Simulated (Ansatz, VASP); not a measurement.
# Cross-check of P between VASP and Ansatz, part 2 of 2

Wanted: the spread between two codes on one cell, functional and k mesh.

VASP 6.6.1 and Ansatz 0.2.0.

So far: The structure; VASP: band structure, HSEsol.

### Step 3. Ansatz: band structure, HSEsol

Level of this step: Ansatz beside VASP: Kohn-Sham DFT, plane waves, HSEsol (Ansatz).

Ansatz runs on its default PAW (the set named soft_2) files.

The same cell, functional, mesh and smearing now go to Ansatz, which takes its cutoff from its data sets.

input.yaml reads:

```yaml
crystal:
  lattice:
    - [1.6582, -5.242, 0.0]
    - [1.6582, 5.242, 0.0]
    - [0.0, 0.0, 4.3793]
  atoms:
    - { symbol: P, position: [0.89838, 0.10162, 0.08068] }
    - { symbol: P, position: [0.60162, 0.39838, 0.58068] }
    - { symbol: P, position: [0.10162, 0.89838, 0.91932] }
    - { symbol: P, position: [0.39838, 0.60162, 0.41932] }
hamiltonian:
  xc:
    exchange: hjs_pbesol
    correlation: pbesol
    exx: { coeff: 0.25, omega: 0.2 }
  pseudopotentials: { kind: paw }
kpoints:
  mp_grid: { grid: [4, 4, 3] }
  band_path:
    path:
      - [0.0, 0.0, 0.0]
      - [0.27502, 0.27502, 0.0]
      - [0.0, 0.5, 0.0]
      - [0.055, 0.455, 0.5]
      - [0.22001, 0.22001, 0.5]
      - [0.0, 0.0, 0.3]
      - [-0.2, 0.2, 0.0]
      - [-0.5, 0.5, 0.0]
      - [-0.36501, 0.63499, 0.0]
      - [-0.27502, 0.72498, 0.3]
      - [-0.455, 0.545, 0.5]
      - [-0.5, 0.5, 0.1]
      - [-0.5, 0.5, 0.5]
    npoints: 1
scf:
  occupations: { method: gaussian, width: 0.02 }
  n_extra_bands: 8
output:
  forces: true
  stress: true
  eigenvalues: true
```

Command:

```console
$ ansatz run input.yaml --threads 4 --pin off --max-ram 9216MiB --backend cpu --events-out ev --progress --plain --runs-dir out
```

Numbers of over 12 decimals in the logs are rounded to 6 here.

What it wrote:

```text
Warning: output.stress: scf.convergence.dr2_threshold = 1e-7 eV (the SCF's general default) is looser than the 4e-10 eV advised for a printed stress (1e-10 eV for each atom of the cell: 4). What an SCF threshold leaves in a stress goes as its square root, and in the free energy as the threshold itself, and one threshold admits the most on a small cell: [figures from the program's tests cut] Set scf.convergence.dr2_threshold to 4e-10 eV or tighter. The threshold is an SCF's pass mark: one that does not reach it within its budget of iterations ends unconverged, or closes short of it on a stop that the run arms, and scf.convergence.dr2_threshold's page says what that costs each kind of run
Warning: output.stress: scf.exx.energy_threshold = 1e-6 eV is looser than the 4e-8 eV advised for a stress under a hybrid functional (1e-8 eV for each atom of the cell: 4). Every SCF of the exchange loop can meet its threshold on dr2 while the loop round them stops early: no threshold on dr2 bounds what that leaves in the stress. Set scf.exx.energy_threshold to 4e-8 eV or tighter. The threshold is the loop's pass mark: a loop that does not reach it within its budget of cycles ends unconverged, and scf.exx.energy_threshold's page has the law
scf.n_extra_bands = 8 over 10 filled bands (N_el = 20.0): the run solves 18 bands
Engine: ansatz 0.2.0, aarch64-unknown-linux-gnu
Pseudopotentials: kind: paw
Pseudopotential: P, paw, valence charge 5, recommended cutoff 420 eV (normal), P.paw.azcp
Functional definition: unnamed
  parameter a_1 = 0.25
  parameter omega_1 = 0.2/angstrom
  exchange = pbe_x(mu = 0.123457) + (-a_1)*hjs_pbesol_x_sr(omega_1) + a_1*exact_x_sr(omega_1)
  correlation = pbe_c(beta = 0.046)
Crystal: 4 atoms, lattice volume = 76.132 Å³
Basis set: ecut = 420 eV, 1491 PW (Γ), exchange–correlation on 80×80×60 points (8 copies of the dense FFT grid, shifted against one another)
Bands: 18, of which v1, the nominal top of the filled ones, is band 10 counted from 1 (9 counted from 0)
Symmetry: 8 space group operations
Space group: Cmce (ITA 64), of the structure as read, at distance tolerance 4.2e-5 Å
k-points: 14 of 48
Non-local potential: P, projectors of the file, l = 0: 2, l = 1: 2, l = 2: 2
PAW form: soft (Blöchl's): semilocal exchange-correlation on the pseudo side does not see the compensation charge
PAW frozen core: P, regenerated for the run's functional, and the local potential with it (the file was generated under x = pbe(κ = 0.804, μ = 0.219515), c = pbe(β = 0.066725))
PAW one-centre angular grid: P, 110 points (default); XC on 64 Gauss nodes
Initial density: superposition of atomic densities (neutral atoms: chi_scale 0, normalization atom), corrected by the library's trained network
Initial wavefunctions: pseudopotential atomic-orbital guess
Functional: x = pbesol(κ = 0.804, μ = 0.123457), c = pbesol(β = 0.046), warm-up for x = hjs_pbesol + 0.25 (exact − hjs_pbesol) at short range (ω = 0.2 Å⁻¹), c = pbesol(β = 0.046)
SCF iter   1: F=—  HF=-2960.009626 eV  |F-HF|=—  |Δ(HF+E_count)|=         —  Δρ=3.82e-3  dr2=1.13e-2  ethr=1.77e-3  ⟨swp⟩=9.1  Hψ=1279  notcnv=0
preconditioner: auto → none  [insulator: Δε(μ)=0.362 eV  Ē_g=10.492 eV  σ=0.020 eV  W_gap=1.00  n_scr=12 (ndim 8)  ℏωp=19.0 eV  f_vac=0.000  D(μ)=0.00/eV (n_scr^D=0)]
SCF iter   2: F=—  HF=-2960.007394 eV  |F-HF|=—  |Δ(HF+E_count)|=   2.23e-3  Δρ=1.55e-3  dr2=1.71e-3  ethr=5.63e-5  ⟨swp⟩=4.7  Hψ=619  notcnv=0  defer=9
iter 3 solved again at ethr=6.97e-7 eV; its pass at ethr=8.57e-6 eV (dr2=1.39e-4 eV) is discarded
SCF iter   3: F=—  HF=-2960.007320 eV  |F-HF|=—  |Δ(HF+E_count)|=   7.40e-5  Δρ=3.15e-4  dr2=1.41e-4  ethr=6.97e-7  ⟨swp⟩=2.1  Hψ=934  notcnv=0  defer=1
SCF iter   4: F=-2960.007291 eV  HF=-2960.007294 eV  |F-HF|=3.78e-6  |Δ(HF+E_count)|=   2.58e-5  Δρ=1.28e-4  dr2=1.30e-5  ethr=6.97e-7  ⟨swp⟩=3.1  Hψ=461  notcnv=0  defer=1
SCF 1 stopped early in 4 iterations: F = -2960.007291 eV  dr2 = 1.30e-5
  greatest PAW one-centre occupation: 0.805 electrons in one spin orbital (limit 2), on the P atom at site 3 (counted from 0), in its partial waves of l = 0
Initial density: handed on by an earlier stage of this run
Initial wavefunctions: those handed on with the density
Functional: x = hjs_pbesol + 0.25 (exact − hjs_pbesol) at short range (ω = 0.2 Å⁻¹), c = pbesol(β = 0.046)
Exchange kernel: α = 0.2500, screened, ω = 0.2000 Å⁻¹, Wigner–Seitz truncation, v(0) = 1092.9305 eV·Å³, q-mesh 4×4×3, nearest image of the exchange supercell L = 13.14 Å, pair-density grid 24×24×18, without the augmentation charges, whose exchange is taken in its separable form by FFT convolution over the k-point mesh (sized by the pseudopotential files, 24×36×30 at the most), smooth part of the exact exchange by density-matrix convolution
Frozen-core exchange: fock
SCF iter   1: F=—  HF=-2980.396928 eV  |F-HF|=—  |Δ(HF+E_count)|=         —  Δρ=4.21e-3  dr2=1.13e-2  ethr=6.50e-7  ⟨swp⟩=8.0  Hψ=1382  notcnv=0
preconditioner: auto → Kerker (q_TF=auto, 2.183 Å⁻¹)  [metal: Δε(μ)=0.018 eV  Ē_g=12.058 eV  σ=0.020 eV  W_gap=0.48  n_scr=12 (ndim 8)  ℏωp=19.0 eV  f_vac=0.000  D(μ)=1.92/eV (n_scr^D=12)]
SCF iter   2: F=—  HF=-2980.394239 eV  |F-HF|=—  |Δ(HF+E_count)|=   2.69e-3  Δρ=2.22e-3  dr2=4.60e-3  ethr=6.50e-7  ⟨swp⟩=4.0  Hψ=555  notcnv=0
preconditioner: auto → none  [insulator: Δε(μ)=0.027 eV  Ē_g=12.057 eV  σ=0.020 eV  W_gap=0.66  n_scr=12 (ndim 8)  ℏωp=19.0 eV  f_vac=0.000  D(μ)=1.49/eV (n_scr^D=8)]
SCF iter   3: F=—  HF=-2980.392792 eV  |F-HF|=—  |Δ(HF+E_count)|=   1.45e-3  Δρ=4.43e-4  dr2=2.61e-3  ethr=6.50e-7  ⟨swp⟩=4.0  Hψ=735  notcnv=0
SCF iter   4: F=—  HF=-2980.392747 eV  |F-HF|=—  |Δ(HF+E_count)|=   4.49e-5  Δρ=1.14e-4  dr2=2.48e-3  ethr=5.96e-7  ⟨swp⟩=3.0  Hψ=448  notcnv=0
SCF iter   5: F=—  HF=-2980.401205 eV  |F-HF|=—  |Δ(HF+E_count)|=   8.46e-3  Δρ=1.09e-3  dr2=4.46e-3  ethr=8.94e-8  ⟨swp⟩=4.2  Hψ=712  notcnv=0
SCF iter   6: F=-2980.404505 eV  HF=-2980.404552 eV  |F-HF|=4.75e-5  |Δ(HF+E_count)|=   3.35e-3  Δρ=3.70e-4  dr2=6.64e-4  ethr=8.94e-8  ⟨swp⟩=4.0  Hψ=718  notcnv=0
SCF iter   7: F=-2980.405733 eV  HF=-2980.405867 eV  |F-HF|=1.35e-4  |Δ(HF+E_count)|=   1.32e-3  Δρ=6.36e-4  dr2=2.92e-4  ethr=8.94e-8  ⟨swp⟩=4.3  Hψ=730  notcnv=0
SCF iter   8: F=-2980.405737 eV  HF=-2980.405854 eV  |F-HF|=1.17e-4  |Δ(HF+E_count)|=   1.37e-5  Δρ=6.22e-4  dr2=2.91e-4  ethr=8.94e-8  ⟨swp⟩=4.0  Hψ=621  notcnv=0
SCF iter   9: F=-2980.405811 eV  HF=-2980.405844 eV  |F-HF|=3.28e-5  |Δ(HF+E_count)|=   1.00e-5  Δρ=2.92e-4  dr2=7.44e-5  ethr=8.94e-8  ⟨swp⟩=3.3  Hψ=536  notcnv=0
SCF iter  10: F=-2980.405839 eV  HF=-2980.405843 eV  |F-HF|=4.00e-6  |Δ(HF+E_count)|=   4.92e-7  Δρ=5.60e-5  dr2=5.15e-6  ethr=8.94e-8  ⟨swp⟩=3.3  Hψ=506  notcnv=0
SCF 2 stopped early in 10 iterations: F = -2980.405839 eV  dr2 = 5.15e-6
  Residual-converged pass: ⟨swp⟩=4.1  Hψ=627  notcnv=0  max |occ|·‖R‖ = 6.5e-6 eV (tolerance 6.7e-6 eV)  dr2=5.23e-6  dr2_onsite=3.18e-8  max |Δocc| = 3.1e-16
  greatest PAW one-centre occupation: 0.802 electrons in one spin orbital (limit 2), on the P atom at site 3 (counted from 0), in its partial waves of l = 0
hybrid outer 1: dexx = +1.715e-2 eV, tail = 1.43e-5 eV
Exchange kernel: α = 0.2500, screened, ω = 0.2000 Å⁻¹, Wigner–Seitz truncation, v(0) = 1092.9305 eV·Å³, q-mesh 4×4×3, nearest image of the exchange supercell L = 13.14 Å, pair-density grid 24×24×18, without the augmentation charges, whose exchange is taken in its separable form by FFT convolution over the k-point mesh (sized by the pseudopotential files, 24×36×30 at the most), smooth part of the exact exchange by density-matrix convolution
Frozen-core exchange: fock
SCF iter   1: F=—  HF=-2980.405886 eV  |F-HF|=—  |Δ(HF+E_count)|=         —  Δρ=1.54e-5  dr2=1.92e-7  ethr=3.56e-7  ⟨swp⟩=4.6  Hψ=654  notcnv=0
preconditioner: auto → none  [insulator: Δε(μ)=0.182 eV  Ē_g=12.079 eV  σ=0.020 eV  W_gap=1.00  n_scr=12 (ndim 8)  ℏωp=19.0 eV  f_vac=0.000  D(μ)=0.00/eV (n_scr^D=0)]
SCF iter   2: F=—  HF=-2980.405886 eV  |F-HF|=—  |Δ(HF+E_count)|=   2.11e-7  Δρ=8.65e-6  dr2=1.32e-7  ethr=8.48e-10  ⟨swp⟩=3.4  Hψ=538  notcnv=0
SCF iter   3: F=—  HF=-2980.405886 eV  |F-HF|=—  |Δ(HF+E_count)|=   2.60e-8  Δρ=4.22e-6  dr2=1.20e-8  ethr=6.32e-10  ⟨swp⟩=2.3  Hψ=405  notcnv=0  defer=2
SCF iter   4: F=-2980.405886 eV  HF=-2980.405886 eV  |F-HF|=2.91e-9  |Δ(HF+E_count)|=  7.30e-10  Δρ=1.37e-6  dr2=3.54e-9  ethr=5.97e-11  ⟨swp⟩=3.6  Hψ=584  notcnv=0  defer=1
SCF 3 converged in 4 iterations: F = -2980.405886 eV  dr2 = 3.54e-9
  Residual-converged pass: ⟨swp⟩=3.4  Hψ=538  notcnv=0  max |occ|·‖R‖ = 6.2e-7 eV (tolerance 6.3e-7 eV)  dr2=3.56e-9  dr2_onsite=4.42e-11  max |Δocc| = 3.0e-17
hybrid outer 2: dexx = +1.943e-7 eV, tail = 8.07e-9 eV, Δε = 1.70e-3 eV (about 5.50e-5 eV left of the loop's levels), ΔF = 1.50e-3 eV/Å (tail 5.29e-4)
at 1 of the mixer's solves, all of them in the SCFs whose states led to this one, it left a direction of its history that read negative out of its fit and stepped the other way along it
NSCF: frozen V_eff on 13 k-points
hybrid SCF converged: 2 outer / 14 inner (+4 warm-up), last move |dexx| = 1.94e-7 eV, tail = 8.07e-9 eV
Stability not checked: this state was not tested for a lower state beside it, because the functional holds exact exchange (a hybrid, or Hartree-Fock), whose exchange loop this test does not read (fock_operator; see scf.lower_state_search)
Free energy (F): -2980.405886 eV
Frozen-core exchange: fock
Harris-Foulkes:  -2980.405886 eV  (|F-HF|=2.91e-9)
Internal energy: -2980.405886 eV  (E = F + TS)
E sigma→0 (E₀):  -2980.405886 eV
Fermi energy:    7.691456 eV
--- Per-component energies (eV) ---
  E_band       = -4.083725
  E_kinetic    = 279.550257
  E_local      = -274.611821  (includes V_loc(G=0)·N_el)
  E_nonlocal   = 134.991138
  E_hartree    = 74.241338
  E_xc         = -198.602496
  E_vxc        = -196.390651  (∫ρ·V_xc dr)
  E_exx        = -32.349185  (= α·E_x^exact, valence–valence)
  E_paw        = -2248.970929  (= ΣΔE_a)
  E_vpaw       = -31.406437  (= ΣTr[D̂ρ^β])
  E_aug_tail   = 0.000012  (compensation charges beyond the density's cutoff)
  E_ewald      = -714.502864
  E_core_change = -0.151335  (= ΣΔE_core)
  E_smearing   = -0.000000  (= −TS)
  E_closure    = -0.000000  (closes the sum)
  Σ components = -2980.405886   (vs F -2980.405886, Δ=4.55e-13)
--- Forces (eV/Å), atoms counted from 1 ---
  atom   1  P      0.00000000    -0.23355771     0.19430128
  atom   2  P      0.00000000     0.23355771     0.19430128
  atom   3  P      0.00000000     0.23355771    -0.19430128
  atom   4  P      0.00000000    -0.23355771    -0.19430128
  max |Σ_I F_I| component: 0.00e0 eV/Å
--- Stress (GPa, compression-positive) ---
       -1.120417      -0.000000       0.000000
       -0.000000      -1.999136      -0.000000
        0.000000      -0.000000      -2.530139
  P = ⅓ Tr σ = -1.8832 GPa (-18.832 kbar)
--- Band table (eV; the first three rows and the last of 14) ---
  k-point 0: bands = [... 6 lower, 2.8359, 4.1387, 4.4693, 5.7564, 8.6251, 9.0555, 9.9468, 11.2127, ... 4 higher]
  k-point 1: bands = [... 6 lower, 3.3238, 4.2068, 4.2698, 6.5313, 9.1695, 9.4848, 10.4448, 11.5085, ... 4 higher]
  k-point 2: bands = [... 6 lower, 2.4839, 3.7308, 4.4024, 5.9257, 8.5674, 9.6876, 10.4027, 10.8635, ... 4 higher]
  k-point 13: bands = [... 6 lower, 3.5292, 4.3115, 5.7218, 6.6308, 8.8183, 9.3288, 9.8946, 10.6842, ... 4 higher]
```

Elapsed: 29 s, on 4 threads of Arm Neoverse V1, shared host; peak memory 0.81 GiB.

The column dr2 measures how far the density is from self-consistency, as an energy; F and HF (Harris–Foulkes) agree once it is small.

### Step 4. Side by side

Known differences besides the potentials themselves: exact exchange at q = 0 is treated differently, which shows on coarse meshes; VASP keeps PBE cores, Ansatz makes them for the functional; the cutoff is 420 eV in Ansatz and 400 eV in VASP; VASP takes a coarser grid for exact exchange (PRECFOCK = Fast). Total energies have different zeros and are not compared.

Compared:

```csv
quantity,Ansatz,VASP,difference
gap over the path points (eV),0.182,0.206,-0.024
```

Forces (eV/Å; atoms numbered as in POSCAR):

```csv
atom,"Ansatz x, y, z","VASP x, y, z"
P1,"0.000, -0.234, 0.194","0.000, -0.276, 0.235"
P2,"0.000, 0.234, 0.194","0.000, 0.276, 0.235"
P3,"0.000, 0.234, -0.194","0.000, 0.276, -0.235"
P4,"0.000, -0.234, -0.194","0.000, -0.276, -0.235"
```

Levels at points of the path, from each program's valence-band top (eV; 4 filled, then empty):

```csv
k (reciprocal lattice),Ansatz,VASP
0.000 0.000 0.000,-4.76 -3.46 -3.13 -1.84 1.02 1.46 2.35,-4.74 -3.44 -3.10 -1.84 1.05 1.50 2.40
0.275 0.275 0.000,-4.40 -4.02 -3.35 -2.77 1.00 1.18 1.27,-4.39 -4.03 -3.35 -2.77 1.03 1.21 1.29
0.000 0.500 0.000,-4.01 -4.01 -3.22 -3.22 1.07 1.07 1.46,-4.00 -4.00 -3.22 -3.22 1.11 1.11 1.49
0.055 0.455 0.500,-6.25 -6.25 -2.48 -2.48 2.04 2.04 4.51,-6.23 -6.23 -2.48 -2.48 2.07 2.07 4.55
0.220 0.220 0.500,-6.24 -6.24 -3.12 -3.12 3.06 3.06 4.29,-6.22 -6.22 -3.12 -3.12 3.09 3.09 4.32
0.000 0.000 0.300,-4.17 -3.60 -3.33 -1.20 1.65 1.82 2.88,-4.16 -3.59 -3.30 -1.20 1.70 1.86 2.91
-0.200 0.200 0.000,-4.84 -3.35 -3.01 -1.21 1.25 1.25 2.56,-4.81 -3.33 -2.98 -1.21 1.28 1.29 2.61
-0.500 0.500 0.000,-4.96 -2.80 -2.09 0.00 0.18 0.98 2.76,-4.93 -2.77 -2.08 0.00 0.21 1.02 2.82
-0.365 0.635 0.000,-5.76 -4.51 -2.05 -1.56 0.70 1.02 2.92,-5.74 -4.50 -2.05 -1.56 0.73 1.04 2.96
-0.275 0.725 0.300,-5.83 -4.71 -2.63 -2.21 1.24 2.84 2.89,-5.83 -4.69 -2.63 -2.21 1.28 2.87 2.93
```

The forces differ by 34 meV/Å r.m.s., which is 16.1 % of the r.m.s. force of 0.21 eV/Å (both taken over all components). Among the levels compared at these points, filled levels agree within 32 meV and empty ones within 57 meV.

### Step 5. Further runs

Further runs change the set-up of one program: Ansatz's method, potentials or start, or VASP's data sets, cutoff or form of LDA. The table gives Ansatz less VASP for each quantity, since a change that brings one quantity closer may part another.

```csv
run,r.m.s. force difference (meV/Å),gap over the path points (eV)
as above,34,-0.024
cores kept as stored,32,-0.022
Ansatz's larger PAW set (cutoff 510 eV),32,-0.015
norm-conserving potentials (cutoff 599 eV),21,-0.021
```

### Step 6. Summary of results

```
r.m.s. force difference (band structure, HSEsol) : 16 % of the r.m.s. force
```

What this shows: The r.m.s. force difference is 16 % of the r.m.s. force (band structure, HSEsol), beyond the 3 % picked in this series as the mark of a large difference. Band structure, HSEsol, Ansatz's larger PAW set (cutoff 510 eV): the difference in gap over the path points goes from -0.024 to -0.015 eV. Band structure, HSEsol, norm-conserving potentials (cutoff 599 eV): r.m.s. force difference goes from 34 to 21 meV/Å. How closely two codes agree says nothing of how well the functional describes the real material.

[Lines on the potential files, build, host, timing and source positions are cut from VASP's logs without a mark.]

[Logs are printed without paths, hosts, clocks, repeated set-up lines and the standing remarks that a program may print on its own settings, such as how far it seeks lower states.]

[Hosts, paths, dates, database ids (printed as entryN), source tags and the programs' standing remarks are cut or masked in the printed files.]
